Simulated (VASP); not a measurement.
Consider the following.

```
Al2Au
1.0
    0.00000     3.07063     3.07063
    3.07063     0.00000     3.07063
    3.07063     3.07063     0.00000
Al Au
2 1
Direct
  0.25000   0.25000   0.25000
  0.75000   0.75000   0.75000
  0.00000   0.00000   0.00000
```

Calculation: vdW-DF2, VASP's PBE PAW potentials (set 64) (plane waves; VASP). Numerical set-up: 520 eV cut-off, 9×9×9 Γ-centred mesh, first-order Methfessel-Paxton smearing of 0.10 eV, potentials Al Au.

Problem. Give the stress tensor in GPa (positive for a compressed cell).

Solution. 
```
2.36  0.00  0.00
0.00  2.36  0.00
0.00  0.00  2.36
```
The pressure is its mean diagonal, 2.36 GPa.

The compound is AuAl2 in the fluorite structure. This cell is one point of a volume scan, at 0.97 of the reference volume. The electron count is odd and the run is not spin-polarised, which forces a metal.
